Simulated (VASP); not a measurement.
SrCl$_{2}$ (fluorite): the band gap from VASP (plane waves, PAW) at several levels of theory. Gaps are without spin-orbit coupling. Each level names its cell: its own relaxed one, PBE's, or the starting one. A gap is the smallest over the k-mesh and a band path; hybrids may have named points in place of the path, and GW has the mesh alone.

```csv
level,band gap (eV),error against measurement (eV)
LDA (own cell),5.10,-2.40
PBE (own cell),5.23,-2.27
PBEsol (own cell),5.22,-2.28
SCAN (own cell),5.91,-1.59
r2SCAN (own cell),5.93,-1.57
```

Measured: 7.50 eV (as given by Andrés Aguado et al., Journal of the Physical Society of Japan (1999), arXiv:cond-mat/9901145).

The cell of the LDA (own cell) run:

```cif
data_Cl8Sr4
_chemical_formula_sum 'Sr4 Cl8'
_space_group_name_H-M_alt 'Fm-3m'
_space_group_IT_number 225
_space_group_name_Hall '-F 4 2 3'
_cell_length_a 6.81481
_cell_length_b 6.81481
_cell_length_c 6.81481
_cell_angle_alpha 90.000
_cell_angle_beta 90.000
_cell_angle_gamma 90.000
loop_
_atom_site_label
_atom_site_type_symbol
_atom_site_symmetry_multiplicity
_atom_site_Wyckoff_symbol
_atom_site_fract_x
_atom_site_fract_y
_atom_site_fract_z
_atom_site_occupancy
Sr1 Sr 4 a 0.00000 0.00000 0.00000 1
Cl1 Cl 8 c 0.25000 0.25000 0.25000 1
```
(The calculation used a cell of 3 atoms; values per cell refer to that cell.)

Only levels that ran to the end are used. Left out are those held back, those with too coarse a band path, GW runs whose mesh misses a band edge, hybrids' fits of cells that aren't cubic and levels without matching references; a question may draw on a part of the rest.

The compound is SrCl2 in the fluorite structure.
